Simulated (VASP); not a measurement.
## NaF: equilibrium volume by level of theory

Symmetry: Fm-3m, No. 225, cubic system. Conventional cell: a = 4.640 Å, b = 4.640 Å, c = 4.640 Å, α = 90.00°, β = 90.00°, γ = 90.00°. Na (site symmetry m-3m) has 6 F at 2.32 Å as nearest neighbours. Around F (site symmetry m-3m) lie 6 Na at 2.32 Å.

| rung | level | program and potentials | cutoff (eV) | k mesh | equilibrium volume (Å³/atom) | notes |
| --- | --- | --- | --- | --- | --- | --- |
| LDA | LDA | VASP, LDA PAW files F, Na_pv, 600 eV | 600 | 10 × 10 × 10 | 11.38 | - |
| GGA | PBE | VASP, PBE PAW files F, Na_pv, 600 eV | 600 | 10 × 10 × 10 | 12.93 | - |
| GGA + dispersion | PBE+D3(BJ) | VASP, PBE PAW files F, Na_pv, 600 eV | 600 | 10 × 10 × 10 | 12.36 | - |
| GGA | PBEsol | VASP, PBE PAW files F, Na_pv, 600 eV | 600 | 10 × 10 × 10 | 12.39 | potentials made for PBE |

Task: relaxation of cell and atoms. All rows: no spin polarisation. Meshes are those of the run's cell of 2 atoms unless a note names another. Relaxations start from the cell shown or near it and stop with a little pressure left. Runs on faulty files, with rough fits or with known faults for this quantity aren't shown. No row holds spin-orbit coupling.

By rung: LDA 11.38; GGA 12.39 to 12.93; GGA + dispersion 12.36 (Å³/atom).
